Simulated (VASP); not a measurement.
# Ba2LaReF6 (Fm-3m) in VASP: further runs, part 2 of 2

VASP 6.6.1. Earlier steps stand in the parts before.

## (3) Single point, r2SCAN

This run uses another cell than the first one, of 16.72 Å³/atom, 0.926 times its volume.

Contents of POSCAR:

```
Ba2LaReF6
1.0
    0.0000000000      4.3727316800      4.3727316800
    4.3727316800      0.0000000000      4.3727316800
    4.3727316800      4.3727316800      0.0000000000
La Ba Re F
1 2 1 6
Direct
    0.5000000000      0.5000000000      0.5000000000
    0.2500000000      0.2500000000      0.2500000000
    0.7500000000      0.7500000000      0.7500000000
    0.0000000000      0.0000000000      0.0000000000
    0.7760000000      0.2240000000      0.2240000000
    0.2240000000      0.7760000000      0.2240000000
    0.2240000000      0.7760000000      0.7760000000
    0.7760000000      0.2240000000      0.7760000000
    0.2240000000      0.2240000000      0.7760000000
    0.7760000000      0.7760000000      0.2240000000
```

Contents of INCAR.step1:

```
SYSTEM = Ba2LaReF6
PREC     = Accurate       ! precision mode
ENCUT    = 520            ! plane-wave cutoff, eV
ISMEAR   = -5             ! smearing method
SIGMA    = 0.1            ! smearing width, eV
LREAL    = .FALSE.        ! projectors in reciprocal space
LASPH    = .TRUE.         ! aspherical terms in the spheres
NELM     = 100            ! most SCF steps
LMAXMIX  = 6              ! l up to which the mixer works
NBANDS   = 51             ! bands
GGA      = PE             ! functional
ALGO     = Normal         ! electronic algorithm
EDIFF    = 1E-4           ! SCF threshold, eV
LWAVE    = .TRUE.         ! write WAVECAR
LCHARG   = .FALSE.        ! write CHGCAR
```

Contents of INCAR.step2:

```
SYSTEM = Ba2LaReF6
PREC     = Accurate       ! precision mode
ENCUT    = 520            ! plane-wave cutoff, eV
EDIFF    = 1E-6           ! SCF threshold, eV
ISMEAR   = -5             ! smearing method
SIGMA    = 0.1            ! smearing width, eV
LREAL    = .FALSE.        ! projectors in reciprocal space
LASPH    = .TRUE.         ! aspherical terms in the spheres
NELM     = 100            ! most SCF steps
ALGO     = Normal         ! electronic algorithm
ISIF     = 2              ! what is computed and relaxed
LWAVE    = .FALSE.        ! write WAVECAR
LCHARG   = .FALSE.        ! write CHGCAR
LMAXMIX  = 6              ! l up to which the mixer works
METAGGA  = R2SCAN         ! meta-GGA
LMIXTAU  = .TRUE.       
LORBIT   = 11             ! projections on sites
NBANDS   = 51             ! bands
ISTART   = 1
```

Contents of KPOINTS:

```
regular mesh
0
G
  5 5 5
  0 0 0
```

Potentials or basis: VASP PAW PBE potentials, release 64 (La, Ba_sv, Re, F).

Launch:

```console
$ cat potpaw_PBE.64/La/POTCAR potpaw_PBE.64/Ba_sv/POTCAR potpaw_PBE.64/Re/POTCAR potpaw_PBE.64/F/POTCAR > POTCAR
$ cp INCAR.step1 INCAR
$ mpirun -np 1 vasp_std > vasp.out
$ cp INCAR.step2 INCAR
$ mpirun -np 1 vasp_std > vasp.out
```

OUTCAR:

```text
SYSTEM = Ba2LaReF6
   PREC = Accurate
   ENCUT = 520
   EDIFF = 1E-6
   ISMEAR = -5
   LREAL = .FALSE.
   LASPH = .TRUE.
   NELM = 100
   ISIF = 2
   METAGGA = R2SCAN
   LORBIT = 11
   ISTART = 1

 ion  position               nearest neighbor table
   1  0.500  0.500  0.500-   5 2.41   6 2.41   7 2.41   8 2.41   9 2.41  10 2.41   2 3.79   2 3.79
                             2 3.79   3 3.79   3 3.79   3 3.79   3 3.79   2 3.79
   2  0.250  0.250  0.250-  10 3.10  10 3.10   9 3.10   9 3.10   7 3.10   8 3.10   7 3.10   8 3.10
                             5 3.10   5 3.10   6 3.10   6 3.10   4 3.79   4 3.79   4 3.79   1 3.79
   3  0.750  0.750  0.750-  10 3.10  10 3.10   9 3.10   9 3.10   6 3.10   8 3.10   5 3.10   8 3.10
                             7 3.10   6 3.10   7 3.10   5 3.10   1 3.79   1 3.79   4 3.79   1 3.79
   4  0.000  0.000  0.000-   5 1.96   6 1.96   7 1.96   8 1.96   9 1.96  10 1.96   3 3.79   3 3.79
                             3 3.79   2 3.79   2 3.79   2 3.79   3 3.79   2 3.79
   5  0.776  0.224  0.224-   4 1.96   1 2.41   3 3.10   2 3.10   3 3.10   2 3.10
   6  0.224  0.776  0.224-   4 1.96   1 2.41   3 3.10   2 3.10   3 3.10   2 3.10
   7  0.224  0.776  0.776-   4 1.96   1 2.41   3 3.10   3 3.10   2 3.10   2 3.10
   8  0.776  0.224  0.776-   4 1.96   1 2.41   3 3.10   3 3.10   2 3.10   2 3.10
   9  0.224  0.224  0.776-   4 1.96   1 2.41   3 3.10   2 3.10   3 3.10   2 3.10
  10  0.776  0.776  0.224-   4 1.96   1 2.41   3 3.10   3 3.10   2 3.10   2 3.10

  LATTYP: Found a face centered cubic cell.
 ALAT       =     8.7454633600

  Lattice vectors:

 A1 = (   0.0000000000,   4.3727316800,   4.3727316800)
 A2 = (   4.3727316800,   0.0000000000,   4.3727316800)
 A3 = (   4.3727316800,   4.3727316800,   0.0000000000)

Analysis of symmetry for initial positions (statically):
=====================================================================
 Subroutine PRICEL returns:
 Original cell was already a primitive cell.

 Routine SETGRP: Setting up the symmetry group for a
 face centered cubic supercell.

 Subroutine GETGRP returns: Found 48 space group operations
 (whereof 48 operations were pure point group operations)
 out of a pool of 48 trial point group operations.

[... 168 lines left out ...]

 val. band max:        7.5757713601   @ k =  -0.2000   0.2000   0.0000
 cond. band min:       7.5657148701   @ k =  -0.4000   0.2000   0.0000
 fundamental gap:     -0.0100564900
 Fermi energy:         7.5605973091

 k-point     1 :       0.0000    0.0000    0.0000
  band No.  band energies     occupation
      1     -28.1316      2.00000
      2     -23.7823      2.00000
      3     -23.6563      2.00000
      4     -21.8384      2.00000
      5     -21.8073      2.00000
      6     -21.8072      2.00000
[... 529 lines left out ...]
     50       8.6519      0.00000
     51       8.8625      0.00000

------------------------ aborting loop because EDIFF is reached ----------------------------------------

  FORCE on cell =-STRESS in cart. coord.  units (eV):
  Direction    XX          YY          ZZ          XY          YZ          ZX
  --------------------------------------------------------------------------------------
  -------------------------------------------------------------------------------------
  Total       15.5228425     15.5228425     15.5228425      0.0000000      0.0000000      0.0000000
  in kB      148.7282102    148.7282102    148.7282102      0.0000000      0.0000000      0.0000000
  external PRESSURE =     148.7282102 kB  Pullay stress =       0.0000000 kB

 VOLUME and BASIS-vectors are now :
 -----------------------------------------------------------------------------
  energy-cutoff  :      520.00
  volume of cell :      167.22
      direct lattice vectors                 reciprocal lattice vectors
     0.000000000  4.372731680  4.372731680    -0.114344999  0.114344999  0.114344999
     4.372731680  0.000000000  4.372731680     0.114344999 -0.114344999  0.114344999
     4.372731680  4.372731680  0.000000000     0.114344999  0.114344999 -0.114344999

 POSITION                                       TOTAL-FORCE (eV/Angst)
 -----------------------------------------------------------------------------------
      4.37273      4.37273      4.37273        -0.000000      0.000000      0.000000
      2.18637      2.18637      2.18637        -0.000000      0.000000      0.000000
      6.55910      6.55910      6.55910        -0.000000      0.000000      0.000000
      0.00000      0.00000      0.00000        -0.000000      0.000000      0.000000
      1.95898      4.37273      4.37273         2.931039      0.000000      0.000000
      4.37273      1.95898      4.37273        -0.000000      2.931039      0.000000
      6.78648      4.37273      4.37273        -2.931039      0.000000      0.000000
      4.37273      6.78648      4.37273        -0.000000     -2.931039      0.000000
      4.37273      4.37273      1.95898        -0.000000      0.000000      2.931039
      4.37273      4.37273      6.78648        -0.000000      0.000000     -2.931039
 -----------------------------------------------------------------------------------
    total drift:                                0.000000      0.000000      0.000000

  FREE ENERGIE OF THE ION-ELECTRON SYSTEM (eV)
  ---------------------------------------------------
  free  energy   TOTEN  =      -174.2035784457 eV

  energy  without entropy=     -174.2035784457  energy(sigma->0) =     -174.20357845

 total charge

# of ion       s       p       d       f       tot
--------------------------------------------------
    1        1.975   5.679   0.816   0.244   8.713
    2        2.017   5.561   0.440   0.000   8.018
    3        2.017   5.561   0.440   0.000   8.018
    4        0.408   0.563   5.345   0.000   6.317
    5        1.745   4.396   0.000   0.000   6.141
    6        1.745   4.396   0.000   0.000   6.141
    7        1.745   4.396   0.000   0.000   6.141
    8        1.745   4.396   0.000   0.000   6.141
    9        1.745   4.396   0.000   0.000   6.141
   10        1.745   4.396   0.000   0.000   6.141
--------------------------------------------------
tot         16.887  43.741   7.040   0.244  67.913
```

OUTCAR.step1:

```text
SYSTEM = Ba2LaReF6
   PREC = Accurate
   ENCUT = 520
   ISMEAR = -5
   LREAL = .FALSE.
   LASPH = .TRUE.
   NELM = 100
[... 782 lines left out ...]
      4.37273      6.78648      4.37273        -0.000000     -2.750068     -0.000000
      4.37273      4.37273      1.95898        -0.000000      0.000000      2.750068
      4.37273      4.37273      6.78648        -0.000000      0.000000     -2.750068
 -----------------------------------------------------------------------------------
    total drift:                                0.000000      0.000000      0.000000

  FREE ENERGIE OF THE ION-ELECTRON SYSTEM (eV)
  ---------------------------------------------------
  free  energy   TOTEN  =       -50.0280950019 eV

  energy  without entropy=      -50.0280950019  energy(sigma->0) =      -50.02809500
```

OSZICAR.step1:

```text
N       E                     dE             d eps       ncg     rms          rms(c)
DAV:   1     0.912896743743E+03    0.91290E+03   -0.37524E+04  1561   0.201E+03
DAV:   2     0.930663532018E+02   -0.81983E+03   -0.74090E+03  1750   0.530E+02
DAV:   3    -0.466172566281E+02   -0.13968E+03   -0.13525E+03  1802   0.214E+02
DAV:   4    -0.537851519014E+02   -0.71679E+01   -0.68591E+01  1938   0.445E+01
[... 36 lines left out ...]
DAV:  41    -0.500394868704E+02    0.10637E-01   -0.69244E-03  1808   0.513E-01    0.588E-01
DAV:  42    -0.500351250312E+02    0.43618E-02   -0.28982E-03  1832   0.292E-01    0.490E-01
DAV:  43    -0.500296570817E+02    0.54679E-02   -0.75155E-03  1728   0.517E-01    0.316E-01
DAV:  44    -0.500281074423E+02    0.15496E-02   -0.35974E-03  1800   0.341E-01    0.219E-01
DAV:  45    -0.500280950019E+02    0.12440E-04   -0.43360E-04  1125   0.808E-02
   1 F= -.50028095E+02 E0= -.50028095E+02  d E =0.000000E+00
```

Wall time 13 min (1 thread of Intel Xeon Platinum 8375C at 2.90GHz (Ice Lake), shared host); peak memory 0.42 GiB.

Results:

- Free energy: -174.2036 eV
- Pressure: 14.9 GPa
- Largest force: 2.931 eV/Å
- Band gap on the k mesh: none (metal or under the smearing width)
- Valence electrons inside the program's atomic spheres: La 8.71; Ba 8.02; Re 6.32; F 6.14

Forces in eV/Å, atoms in the order of the input:
```
La   0.000  0.000  0.000
Ba   0.000  0.000  0.000
Ba   0.000  0.000  0.000
Re   0.000  0.000  0.000
F    2.931  0.000  0.000
F    0.000  2.931  0.000
F   -2.931  0.000  0.000
F    0.000 -2.931  0.000
F    0.000  0.000  2.931
F    0.000  0.000 -2.931
```

Caveat: the PAW data sets were made with another functional, which shifts forces and pressure a little; tetrahedron occupations give inexact forces and stress in metals.
